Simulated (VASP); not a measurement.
# IrC: single point with r2SCAN+U

IrC:

```
Ir C
1.0
     0.00000    2.31043    2.31043
     2.31043    0.00000    2.31043
     2.31043    2.31043    0.00000
Ir C
1 1
Direct
  0.00000 0.00000 0.00000
  0.75000 0.75000 0.75000
```

The cell was built by a generator and needn't be a form met in nature.

```
Program             : VASP 6.6.1
Task                : single point
Functional          : r2SCAN
Potentials or basis : VASP PAW PBE potentials, release 64 (Ir, C)
Cutoff              : 520 eV
k mesh              : 10 × 10 × 10
Occupations         : fermi-dirac, width 0.05 eV
Spin                : no spin polarisation
Hubbard terms       : Ir d U = 2 eV
```

- Pressure: -5.6 GPa
- Band gap on the k mesh: none (metal or under the smearing width)

Levels at points of the mesh, in eV from the Fermi level:
```tsv
k point	band 3	band 4	band 5	band 6	band 7	band 8	band 9	band 10
(0.00, 0.00, 0.00)	-6.96	-6.96	-2.94	-2.94	4.08	6.77	6.77	6.77
(0.50, 0.00, 0.00)	-6.35	-6.11	-2.17	-2.17	-0.83	4.09	4.09	7.36
(0.50, 0.50, 0.00)	-3.99	-3.99	-2.94	-1.84	-0.28	0.92	0.92	11.06
```

Eigenvalues of the final occupation matrices:
```
    site  spin  trace               eigenvalues
site 1 d     1   3.73  0.68 0.68 0.68 0.85 0.85
site 1 d     2   3.73  0.68 0.68 0.68 0.85 0.85
```

It took 21 s on 1 thread of Intel(R) Xeon(R) 6975P-C (Granite Rapids), with other jobs on the host, peak memory 0.15 GiB.

Caveat: the PAW data sets were made with another functional, which shifts forces and pressure a little; U without spin polarisation on a metal has little footing; the U is typed as a test and isn't derived for this compound. The run has no spin-orbit coupling, so splittings on Ir are missing.
